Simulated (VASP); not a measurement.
Here is the system:

```
ZnSe
1.0
    0.00000     2.83500     2.83500
    2.83500     0.00000     2.83500
    2.83500     2.83500     0.00000
Zn Se
1 1
Direct
  0.00000   0.00000   0.00000
  0.25000   0.25000   0.25000
```

These are PBE GGA + U (Dudarev), VASP's PBE PAW potentials (set 64) (plane waves; VASP 6.6.1) values and carry that method's errors. Run with 400 eV cut-off, 7×7×7 Γ-centred mesh, Gaussian smearing of 0.050 eV, potentials Zn Se, U − J: Zn 3.00 eV.

Problem. What does the run give for the energy per atom (σ→0), pressure, band gap (on the k-mesh) with the smallest direct gap where there is one?

Solution. 
```
Property                                              Value
-----------------------------------  ----------------------
band gap (on the k-mesh)                            1.45 eV
smallest direct gap (on the k-mesh)                 1.45 eV
energy per atom (σ→0)                -278.1 kJ/mol of atoms
pressure                                           1.33 GPa
```

The compound is ZnSe in the zinc blende structure. The cell was not relaxed at this level. The run is one of a series of settings (LDAU = .TRUE., LDAUJ = 0 0, LDAUL = 2 -1, LDAUTYPE = 2, LDAUU = 3.0 0 against the base run), some of them coarse on purpose.
